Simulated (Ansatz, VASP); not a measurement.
**Cross-check of SnSe2 between VASP and Ansatz**

Wanted: the spread between two codes on one cell, functional and k mesh. The cell is taken from a series of runs on this material, whose earlier steps may have relaxed, scaled, displaced or heated it; both programs get it as it stands.

Program: Ansatz 0.2.0. Level of theory: plane waves, with VASP 6.6.1 beside it; single point at PBE. Results are calculated unless marked as measured.

**1. The structure**

It takes space group P-3m1 (No. 164, trigonal). Conventional cell: a = 3.844 Å, b = 3.844 Å, c = 6.001 Å, α = 90.00°, β = 90.00°, γ = 120.00°. Nearest to Sn lie 6 Se at 2.73 Å. Nearest to Se lie 3 Sn at 2.73 Å. Farther neighbours and most contacts between anions are not listed.

**2. Ansatz: single point, PBE**

Ansatz runs on its PAW soft_1 files.

A single point gives forces, pressure and levels at one fixed geometry, so differences don't come from the geometry; what else differs is listed under the comparison.

File input.yaml:

```yaml
crystal:
  lattice:
    - [3.8436924775, 0.0, 0.0]
    - [-1.9218462387, 3.3287353298, 0.0]
    - [0.0, 0.0, 6.0007590791]
  atoms:
    - { symbol: Sn, position: [0.0, 0.0, 0.0] }
    - { symbol: Se, position: [0.3333333333, 0.6666666667, 0.2651187883] }
    - { symbol: Se, position: [0.6666666667, 0.3333333333, 0.7348812117] }
kpoints:
  mp_grid: { grid: [12, 12, 4] }
  band_path:
    path:
      - [[0.0, 0.0, 0.0], [0.5, 0.0, 0.0], [0.33333333, 0.33333333, 0.0], [0.0, 0.0, 0.0], [0.0, 0.0, 0.5], [0.5, 0.0, 0.5], [0.33333333, 0.33333333, 0.5], [0.0, 0.0, 0.5]]
      - [[0.5, 0.0, 0.5], [0.5, 0.0, 0.0]]
      - [[0.33333333, 0.33333333, 0.5], [0.33333333, 0.33333333, 0.0]]
    npoints: 10
hamiltonian:
  xc: pbe
  pseudopotentials: { kind: paw, azcp: { folder: soft_1 } }
scf:
  occupations: { method: fermi_dirac, width: 0.02 }
  n_extra_bands: 5
output:
  eigenvalues: true
  forces: true
  stress: true
```

Run with:

```console
$ ansatz run input.yaml --threads 3 --pin off --max-ram 92160MiB --backend cuda --events-out ev --progress --plain --runs-dir out --devices 1 --max-vram 13GiB
```

Numbers of over 12 decimals in the logs are rounded to 6 here.

What it wrote:

```text
scf.n_extra_bands = 5 over 23 filled bands (N_el = 46.0): the run solves 28 bands
GPUs: using 1 of 1 available (devices: 1).
Engine: ansatz 0.2.0, x86_64-unknown-linux-gnu
Pseudopotentials: kind: paw
Pseudopotential: Sn, paw, valence charge 14, recommended cutoff 420 eV (normal), soft_1/Sn.paw.azcp
Pseudopotential: Se, paw, valence charge 16, recommended cutoff 420 eV (normal), soft_1/Se.paw.azcp
Functional definition: PBE
  parameter kappa = 0.804
  parameter beta = 0.066725
  exchange = pbe_x(kappa = kappa, mu = beta*pi^2/3)
  correlation = pbe_c(beta = beta)
device memory: the entry about to start is reckoned to put 2.9 GiB on a device that reports 54.7 GiB free (of which the cap on the GPU budget leaves the run 13.0 GiB)
GPU FFT provider: cuFFT
GPU libraries: cuBLAS 13.8.2, cuFFT 12.4.0, cuSOLVER 12.3.4
Crystal: 3 atoms, lattice volume = 76.778 Å³
Basis set: ecut = 420 eV, 1485 PW (Γ), exchange–correlation on 54×54×90 points (8 copies of the dense FFT grid, shifted against one another)
Bands: 28, of which v1, the nominal top of the filled ones, is band 23 counted from 1 (22 counted from 0)
Symmetry: 12 space group operations
Space group: P-3m1 (ITA 164), of the structure as read, at distance tolerance 4.3e-5 Å
k-points: 69 of 576
Non-local potential: Sn, projectors of the file, l = 0: 2, l = 1: 2, l = 2: 2, l = 3: 1
Non-local potential: Se, projectors of the file, l = 0: 2, l = 1: 2, l = 2: 3, l = 3: 1
PAW form: soft (Blöchl's): semilocal exchange-correlation on the pseudo side does not see the compensation charge
PAW one-centre angular grid: Sn, 590 points (default); XC on 64 Gauss nodes
PAW one-centre angular grid: Se, 590 points (default); XC on 64 Gauss nodes
Initial density: superposition of atomic densities (chi_scale 0.1, normalization cell, long waves kept (reshape's long-wave potential 0.08 eV rms))
Initial wavefunctions: pseudopotential atomic-orbital guess
GPU buffer pool allocated for 32805 grid points (all kernels)
GPU transforms: local potential and band sums: pruned to the plane-wave sphere, on 25×25×45
Functional: x = pbe(κ = 0.804, μ = 0.219515), c = pbe(β = 0.066725)
SCF iter   1: F=—  HF=-16963.808066 eV  |F-HF|=—  |Δ(HF+E_count)|=         —  Δρ=3.21e-2  dr2=1.55e0  ethr=3.10e-3  ⟨swp⟩=7.7  Hψ=9166  notcnv=0
preconditioner: auto → Resta (q_TF=auto, 2.505 Å⁻¹)  ε∞=4.0  [insulator: Δε(μ)=0.298 eV  Ē_g=9.758 eV  σ=0.020 eV  W_gap=1.00  n_scr=22 (ndim 8)  ℏωp=17.0 eV  f_vac=0.023  D(μ)=0.00/eV (n_scr^D=0)  ε∞_Penn≈4.0]
SCF iter   2: F=—  HF=-16963.476758 eV  |F-HF|=—  |Δ(HF+E_count)|=   3.31e-1  Δρ=1.62e-2  dr2=2.29e-1  ethr=3.10e-3  ⟨swp⟩=2.4  Hψ=2852  notcnv=0  defer=23
SCF iter   3: F=—  HF=-16963.428654 eV  |F-HF|=—  |Δ(HF+E_count)|=   4.81e-2  Δρ=5.18e-3  dr2=1.67e-2  ethr=4.98e-4  ⟨swp⟩=2.3  Hψ=2543  notcnv=0  defer=23
SCF iter   4: F=—  HF=-16963.429021 eV  |F-HF|=—  |Δ(HF+E_count)|=   3.67e-4  Δρ=1.07e-3  dr2=1.32e-3  ethr=3.64e-5  ⟨swp⟩=2.2  Hψ=3862  notcnv=0  defer=23
SCF iter   5: F=—  HF=-16963.429151 eV  |F-HF|=—  |Δ(HF+E_count)|=   1.30e-4  Δρ=5.06e-4  dr2=1.99e-4  ethr=2.88e-6  ⟨swp⟩=2.0  Hψ=3818  notcnv=0  defer=23
SCF iter   6: F=—  HF=-16963.429474 eV  |F-HF|=—  |Δ(HF+E_count)|=   3.23e-4  Δρ=1.34e-4  dr2=1.74e-5  ethr=4.32e-7  ⟨swp⟩=3.0  Hψ=3726  notcnv=0  defer=23
SCF iter   7: F=—  HF=-16963.429555 eV  |F-HF|=—  |Δ(HF+E_count)|=   8.11e-5  Δρ=4.03e-5  dr2=1.17e-6  ethr=3.79e-8  ⟨swp⟩=3.0  Hψ=3574  notcnv=0  defer=23
SCF iter   8: F=-16963.429559 eV  HF=-16963.429559 eV  |F-HF|=1.64e-7  |Δ(HF+E_count)|=   3.78e-6  Δρ=7.39e-6  dr2=8.17e-8  ethr=2.17e-10  ⟨swp⟩=6.4  Hψ=9643  notcnv=0
SCF 1 converged in 8 iterations: F = -16963.429559 eV  dr2 = 8.17e-8
  greatest PAW one-centre occupation: 1.000 electrons in one spin orbital (limit 2), on the Se atom at site 2 (counted from 0), in its partial waves of l = 2
device memory: the entry about to start is reckoned to put 2.6 GiB on a device that reports 53.3 GiB free (of which the cap on the GPU budget leaves the run 13.0 GiB)
NSCF: frozen V_eff on 93 k-points, pencils in batches of 32, up to order 124
SCF converged after 8 iterations
Free energy (F): -16963.429559 eV
Harris-Foulkes:  -16963.429559 eV  (|F-HF|=1.64e-7)
Internal energy: -16963.429559 eV  (E = F + TS)
E sigma→0 (E₀):  -16963.429559 eV
Entropy (-TS):   -0.000000 eV (-0.000 meV/atom)
Fermi energy:    8.410922 eV
--- Per-component energies (eV) ---
  E_band       = -863.347358
  E_kinetic    = 389.728625
  E_local      = -6475.188187  (includes V_loc(G=0)·N_el)
  E_nonlocal   = -563.554109
  E_hartree    = 3374.524201
  E_xc         = -295.508783
  E_vxc        = -260.430831  (∫ρ·V_xc dr)
  E_paw        = -8631.654827  (= ΣΔE_a)
  E_vpaw       = -702.948358  (= ΣTr[D̂ρ^β])
  E_aug_tail   = -0.000464  (compensation charges beyond the density's cutoff)
  E_ewald      = -4761.776014
  E_smearing   = -0.000000  (= −TS)
  E_closure    = -0.000000  (closes the sum)
  Σ components = -16963.429559   (vs F -16963.429559, Δ=0.00e0)
--- Forces (eV/Å), atoms counted from 1 ---
  atom   1  Sn    -0.00000000    -0.00000000     0.00000000
  atom   2  Se     0.00000000     0.00000000     0.00935546
  atom   3  Se    -0.00000000    -0.00000000    -0.00935546
  max |Σ_I F_I| component: 1.16e-18 eV/Å
--- Stress (GPa, compression-positive) ---
        2.247187       0.000000       0.000000
        0.000000       2.247187       0.000000
        0.000000       0.000000       2.462079
  P = ⅓ Tr σ = 2.3188 GPa (23.188 kbar)
--- Band table (eV; the first three rows and the last of 69) ---
  k-point 0: bands = [... 19 lower, 7.4146, 7.5791, 7.5791, 8.0401, 8.8362, 11.0517, 12.6233, 12.6233, ... 1 higher]
  k-point 1: bands = [... 19 lower, 7.3050, 7.3050, 7.7358, 7.7358, 9.8747, 11.0344, 12.4224, 12.4224, ... 1 higher]
  k-point 2: bands = [... 19 lower, 7.2473, 7.2473, 7.8426, 7.8426, 10.5234, 10.9066, 12.2357, 12.2357, ... 1 higher]
  k-point 68: bands = [... 19 lower, 3.8257, 4.2960, 7.7440, 7.7440, 10.3523, 12.3454, 12.3454, 13.8188, ... 1 higher]
```

**3. VASP: single point, PBE**

The same cell, functional, mesh and smearing now go to VASP, with its own data sets.

Lines of VASP's logs that name or quote its potential files are left out, and so is its time.

File INCAR:

```
SYSTEM = SnSe2
PREC = Accurate
ENCUT = 500
EDIFF = 1E-06
NELM = 120
ISMEAR = -1
SIGMA = 0.02
LREAL = .FALSE.
ALGO = Normal
GGA = PE
NBANDS = 19
LORBIT = 11
LWAVE = .FALSE.
LCHARG = .FALSE.
ISIF = 2
LASPH = .TRUE.
GGA_COMPAT = .FALSE.
EFERMI = MIDGAP
```

File POSCAR:

```
SnSe2
1.0
    3.8436924775      0.0000000000      0.0000000000
   -1.9218462387      3.3287353298      0.0000000000
    0.0000000000      0.0000000000      6.0007590791
Sn Se
1 2
Direct
    0.0000000000      0.0000000000      0.0000000000
    0.3333333333      0.6666666667      0.2651187883
    0.6666666667      0.3333333333      0.7348812117
```

File KPOINTS:

```
Automatic mesh
0
Gamma
12 12 4
0 0 0
```

Potentials, in the order of the species: Sn_d and Se (PBE family, release 64).

Run with:

```console
$ mpirun -np 1 vasp_std
```

What it wrote:

```text
[banner, memory and clock lines left out]
running    1 mpi-ranks, on    1 nodes
 distrk:  each k-point on    1 cores,    1 groups
 distr:  one band on    1 cores,    1 groups

 POSCAR found type information on POSCAR SnSe
 POSCAR found :  2 types and       3 ions
 LDA part: xc-table for (Slater+PW92), standard interpolation
 POSCAR, INCAR and KPOINTS ok, starting setup
 FFT: planning ... GRIDC
 FFT: planning ... GRID_SOFT
 FFT: planning ... GRID
 WAVECAR not read
 entering main loop
       N       E                     dE             d eps       ncg     rms          rms(c)
DAV:   1     0.198259514850E+03    0.19826E+03   -0.12050E+04  2645   0.153E+03
DAV:   2     0.106452541414E+02   -0.18761E+03   -0.18157E+03  2849   0.376E+02
DAV:   3    -0.112686862798E+02   -0.21914E+02   -0.21287E+02  3205   0.115E+02
DAV:   4    -0.120396052012E+02   -0.77092E+00   -0.76923E+00  3089   0.222E+01
DAV:   5    -0.120571998396E+02   -0.17595E-01   -0.17594E-01  3618   0.361E+00    0.490E+00
DAV:   6    -0.118211166500E+02    0.23608E+00   -0.53323E-01  3853   0.758E+00    0.316E+00
DAV:   7    -0.118071218235E+02    0.13995E-01   -0.14600E-01  2954   0.241E+00    0.104E+00
DAV:   8    -0.118073637600E+02   -0.24194E-03   -0.11146E-02  3153   0.995E-01    0.273E-01
DAV:   9    -0.118078558407E+02   -0.49208E-03   -0.15201E-03  2883   0.297E-01    0.828E-02
DAV:  10    -0.118078654381E+02   -0.95974E-05   -0.12505E-04  3369   0.776E-02    0.323E-02
DAV:  11    -0.118078943603E+02   -0.28922E-04   -0.45968E-05  2724   0.393E-02    0.903E-03
DAV:  12    -0.118078942606E+02    0.99652E-07   -0.23852E-06  2826   0.118E-02
   1 F= -.11807894E+02 E0= -.11807894E+02  d E =-.968674E-07
```

Parts of OUTCAR (step 3):

```text
ion  position               nearest neighbor table
   1  0.000  0.000  0.000-   2 2.73   3 2.73   2 2.73   3 2.73   3 2.73   2 2.73
   2  0.333  0.667  0.265-   1 2.73   1 2.73   1 2.73
   3  0.667  0.333  0.735-   1 2.73   1 2.73   1 2.73

  LATTYP: Found a hexagonal cell.
 ALAT       =     3.8436924775
 C/A-ratio  =     1.5611964574

 Subroutine GETGRP returns: Found 12 space group operations
 (whereof 12 operations were pure point group operations)

The static configuration has the point symmetry D_3d.

 Found     69 irreducible k-points:

   k-points           NKPTS =     69   k-points in BZ     NKDIM =     69   number of bands    NBANDS=     19

   dimension x,y,z NGX =    28 NGY =   28 NGZ =   48
   dimension x,y,z NGXF=    56 NGYF=   56 NGZF=   96

   ENCUT  =  500.0 eV  36.75 Ry    6.06 a.u.   7.01  7.01 10.94*2*pi/ulx,y,z

   NELECT =      26.0000    total number of electrons

 k-points in reciprocal lattice and weights: Automatic mesh
   0.00000000  0.00000000  0.00000000       0.002
   0.08333333  0.00000000  0.00000000       0.010
   0.16666667 -0.00000000  0.00000000       0.010
   0.25000000 -0.00000000  0.00000000       0.010
   0.33333333 -0.00000000  0.00000000       0.010
   0.41666667 -0.00000000  0.00000000       0.010
   0.50000000 -0.00000000  0.00000000       0.005
   0.08333333  0.08333333  0.00000000       0.010
   0.16666667  0.08333333  0.00000000       0.021
[...]
0.33333333  0.25000000  0.50000000       0.021
   0.33333333  0.33333333  0.50000000       0.003

 average (electrostatic) potential at core
       1-102.5867       2 -53.3062       3 -53.3062

 E-fermi :   4.6842

 k-point     1 :       0.0000    0.0000    0.0000
  band No.  band energies     occupation
    ...
      9       3.6858      2.00000
     10       3.6858      2.00000
     11       3.8520      2.00000
     12       3.8520      2.00000
     13       4.3185      2.00000
     14       5.1052      0.00000
     15       7.3162      0.00000
     16       8.8906      0.00000
     17       8.8906      0.00000
     18      12.5109      0.00000
    ...

 k-point     2 :       0.0833    0.0000    0.0000
  band No.  band energies     occupation
    ...
      9       2.8104      2.00000
     10       3.3254      2.00000
     11       3.4851      2.00000
     12       4.0754      2.00000
     13       4.4094      2.00000
     14       5.7662      0.00000
     15       7.6990      0.00000
     16       8.6317      0.00000
     17       8.9973      0.00000
     18      12.3830      0.00000
    ...

 k-point     3 :       0.1667   -0.0000    0.0000
  band No.  band energies     occupation
    ...
      9       1.6563      2.00000
     10       2.6976      2.00000
     11       2.8457      2.00000
     12       4.1959      2.00000
     13       4.3494      2.00000
     14       6.3970      0.00000
     15       7.9473      0.00000
     16       8.9027      0.00000
     17       9.2267      0.00000
     18      11.3910      0.00000
    ...

  Total        1.1108687      1.1108687      1.2207972      0.0000000     -0.0000000      0.0000000
  in kB       23.1813758     23.1813758     25.4753408      0.0000000     -0.0000000      0.0000000
  external PRESSURE =      23.9460308 kB  Pullay stress =       0.0000000 kB

  energy-cutoff  :      500.00
  volume of cell :       76.78
      direct lattice vectors                 reciprocal lattice vectors
     3.843692477  0.000000000  0.000000000     0.260166495  0.150207196  0.000000000
    -1.921846239  3.328735330  0.000000000     0.000000000  0.300414392  0.000000000
     0.000000000  0.000000000  6.000759079     0.000000000  0.000000000  0.166645584

 POSITION                                       TOTAL-FORCE (eV/Angst)
 -----------------------------------------------------------------------------------
      0.00000      0.00000      0.00000         0.000000      0.000000      0.000000
     -0.00000      2.21916      1.59091         0.000000     -0.000000      0.023534
      1.92185      1.10958      4.40985        -0.000000      0.000000     -0.023534
 -----------------------------------------------------------------------------------
    total drift:                                0.000000      0.000000      0.000000

  FREE ENERGIE OF THE ION-ELECTRON SYSTEM (eV)
  ---------------------------------------------------
  free  energy   TOTEN  =       -11.8078942606 eV

  energy  without entropy=      -11.8078941638  energy(sigma->0) =      -11.80789421

 total charge
# of ion       s       p       d       tot
------------------------------------------
    1        1.067   1.004  10.090  12.161
    2        1.487   2.298   0.028   3.813
    3        1.487   2.298   0.028   3.813
--------------------------------------------------
tot          4.042   5.600  10.145  19.787

[... 3 further parts left out ...]
```

The run ends at a pressure of 2.39 GPa, with forces up to 0.024 eV/Å.

**4. Side by side**

Known differences besides the potentials themselves: the data sets hold 46 valence electrons in Ansatz (on its PAW soft_1 files) and 26 in VASP; the cutoff is 420 eV in Ansatz and 500 eV in VASP. Total energies have different zeros and are not compared.

The two programs side by side:

| quantity | Ansatz | VASP | difference |
| --- | --- | --- | --- |
| pressure (GPa) | 2.32 | 2.39 | -0.08 |
| gap on the k mesh (eV) | 0.473 | 0.469 | +0.004 |

At this near-relaxed geometry the largest component of a force difference is 14 meV/Å. A gap on the mesh is an upper bound, since the band edges may lie between its points.

**5. Outcome**

```
difference in gap on the k mesh (single point, PBE) : 0.0043 eV
r.m.s. force difference (single point, PBE)         : 6.7 meV/Å
```

**Reading.** The r.m.s. force difference is 6.7 meV/Å (single point, PBE), within the 12 meV/Å picked in this series as the mark of a large difference. The data sets hold unlike numbers of valence electrons (46 in Ansatz and 26 in VASP), so part of the differences comes from the potentials. How closely two codes agree says nothing of how well the functional describes the real material.

[Lines on the potential files, build, host, timing and source positions are cut from VASP's logs without a mark.]

[Logs are printed without paths, hosts, clocks, repeated set-up lines and the standing remarks that a program may print on its own settings, such as how far it seeks lower states.]

[Hosts, paths, dates, database ids (printed as entryN), source tags and the programs' standing remarks are cut or masked in the printed files.]
